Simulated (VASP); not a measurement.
Method: revPBE GGA, VASP's PBE PAW potentials (set 64) (plane waves; VASP 6.6.1).

VASP ran on this input.

File KPOINTS:
```
Automatic mesh
0
Gamma
8 8 2
0 0 0
```

### POSCAR
```
WS2
1
    1.6015394348    -2.7739476485     0.0000000000
    1.6015394348     2.7739476485     0.0000000000
    0.0000000000     0.0000000000    16.0643719842
W S
2 4
Direct
  0.3333330000   0.6666670000   0.2500000000
  0.6666670000   0.3333330000   0.7500000000
  0.3333330000   0.6666670000   0.8479124447
  0.6666670000   0.3333330000   0.3479124447
  0.6666670000   0.3333330000   0.1520875553
  0.3333330000   0.6666670000   0.6520875553
```

### INCAR
```
SYSTEM = WS2
PREC = Accurate
ENCUT = 520
EDIFF = 1E-7
NELM = 100
ALGO = Normal
LREAL = .FALSE.
LASPH = .TRUE.
ISMEAR = 0
SIGMA = 0.05
GGA = RE
LMAXMIX = 6
LWAVE = .FALSE.
LCHARG = .FALSE.
ISIF = 4
IBRION = 2
NSW = 30
EDIFFG = -0.01
```

POTCAR, in this order: W_sv S (PBE.64 set). Program: vasp_std.

What VASP printed:

File OSZICAR:
```
       N       E                     dE             d eps       ncg     rms          rms(c)
DAV:   1     0.521420796269E+03    0.52142E+03   -0.28791E+04  1416   0.160E+03
DAV:   2    -0.141079631990E+02   -0.53553E+03   -0.52464E+03  1519   0.416E+02
DAV:   3    -0.472170213743E+02   -0.33109E+02   -0.32589E+02  1617   0.963E+01
DAV:   4    -0.481358538280E+02   -0.91883E+00   -0.91664E+00  1561   0.169E+01
DAV:   5    -0.481680596125E+02   -0.32206E-01   -0.32196E-01  1616   0.315E+00    0.362E+01
DAV:   6    -0.456924949441E+02    0.24756E+01   -0.15673E+01  1422   0.225E+01    0.165E+01
DAV:   7    -0.454502762900E+02    0.24222E+00   -0.35762E+00  1467   0.893E+00    0.629E+00
DAV:   8    -0.453473790382E+02    0.10290E+00   -0.54367E-01  1721   0.441E+00    0.170E+00
DAV:   9    -0.453485259941E+02   -0.11470E-02   -0.49221E-02  1620   0.117E+00    0.903E-01
DAV:  10    -0.453468558360E+02    0.16702E-02   -0.26081E-02  1673   0.993E-01    0.240E-01
DAV:  11    -0.453464660541E+02    0.38978E-03   -0.36700E-03  1534   0.380E-01    0.138E-01
DAV:  12    -0.453464611662E+02    0.48879E-05   -0.21815E-04  1632   0.837E-02    0.616E-02
DAV:  13    -0.453464229241E+02    0.38242E-04   -0.26881E-04  1486   0.875E-02    0.302E-02
DAV:  14    -0.453464210369E+02    0.18872E-05   -0.29105E-05  1745   0.272E-02    0.126E-02
DAV:  15    -0.453464206716E+02    0.36534E-06   -0.27619E-06  1379   0.106E-02    0.760E-03
DAV:  16    -0.453464210749E+02   -0.40331E-06   -0.15354E-06  1346   0.809E-03    0.162E-03
DAV:  17    -0.453464211179E+02   -0.43063E-07   -0.76664E-08  1057   0.159E-03
   1 F= -.45346421E+02 E0= -.45346421E+02  d E =-.453464E+02
       N       E                     dE             d eps       ncg     rms          rms(c)
DAV:   1    -0.453465038879E+02   -0.82813E-04   -0.40852E-03  1436   0.412E-01    0.578E-02
DAV:   2    -0.453464608832E+02    0.43005E-04   -0.39021E-04  1611   0.101E-01    0.369E-02
DAV:   3    -0.453464484261E+02    0.12457E-04   -0.59323E-05  1598   0.454E-02    0.225E-02
DAV:   4    -0.453464441118E+02    0.43143E-05   -0.84630E-06  1513   0.149E-02    0.138E-02
DAV:   5    -0.453464428137E+02    0.12981E-05   -0.42347E-06  1565   0.997E-03    0.385E-03
DAV:   6    -0.453464426432E+02    0.17045E-06   -0.44821E-07  1360   0.377E-03    0.280E-03
DAV:   7    -0.453464425028E+02    0.14046E-06   -0.27317E-07  1245   0.219E-03    0.715E-04
DAV:   8    -0.453464425171E+02   -0.14352E-07   -0.14408E-08   942   0.710E-04
   2 F= -.45346443E+02 E0= -.45346443E+02  d E =-.213992E-04
```

### OUTCAR
```
------------------------ aborting loop because EDIFF is reached ----------------------------------------
  FORCE on cell =-STRESS in cart. coord.  units (eV):
  Direction    XX          YY          ZZ          XY          YZ          ZX
  --------------------------------------------------------------------------------------
  Total        0.0308157      0.0308157      0.0888186      0.0000000      0.0000000     -0.0000000
  in kB        0.3459019      0.3459019      0.9969767      0.0000000      0.0000000     -0.0000000
  external PRESSURE =       0.5629268 kB  Pullay stress =       0.0000000 kB
  volume of cell :      142.73
      direct lattice vectors                 reciprocal lattice vectors
     1.601804392 -2.774406568 -0.000000000     0.312147977 -0.180218720 -0.000000000
     1.601804392  2.774406568 -0.000000000     0.312147977  0.180218720  0.000000000
     0.000000000 -0.000000000 16.059057952     0.000000000  0.000000000  0.062270153
 POSITION                                       TOTAL-FORCE (eV/Angst)
 -----------------------------------------------------------------------------------
      1.60180      0.92480      4.01476         0.000000      0.000000      0.000000
      1.60180     -0.92480     12.04429        -0.000000     -0.000000      0.000000
      1.60180      0.92480     13.61588        -0.000000     -0.000000      0.005258
      1.60180     -0.92480      5.58635         0.000000      0.000000      0.005258
      1.60180     -0.92480      2.44318         0.000000      0.000000     -0.005258
      1.60180      0.92480     10.47271         0.000000     -0.000000     -0.005258
 -----------------------------------------------------------------------------------
    total drift:                                0.000169      0.001264     -0.000035
  FREE ENERGIE OF THE ION-ELECTRON SYSTEM (eV)
  ---------------------------------------------------
  free  energy   TOTEN  =       -45.3464425171 eV

  energy  without entropy=      -45.3464425171  energy(sigma->0) =      -45.34644252

 reached required accuracy - stopping structural energy minimisation
```
(Selected blocks of OUTCAR.)

File CONTCAR:
```
WS2
   1.00000000000000
     1.6018043920824097   -2.7744065679660621   -0.0000000000000000
     1.6018043920824097    2.7744065679660621   -0.0000000000000000
     0.0000000000000000   -0.0000000000000000   16.0590579517065954
  W               S
     2     4
Direct
     0.3333330000000032    0.6666669999999968    0.2500000000000000
     0.6666669999999968    0.3333330000000032    0.7500000000000000
     0.3333330000000032    0.6666669999999968    0.8478626287489683
     0.6666669999999968    0.3333330000000032    0.3478626287489683
     0.6666669999999968    0.3333330000000032    0.1521373712510317
     0.3333330000000032    0.6666669999999968    0.6521373712510317
```

Without a dispersion term in the relaxation, distances and binding between the weakly bound layers, chains or molecules are unreliable, and so is what depends on them.

The compound is WS2 in the 2H layered structure. This run relaxes it. Symmetry was kept, so distortions that lower it aren't found.
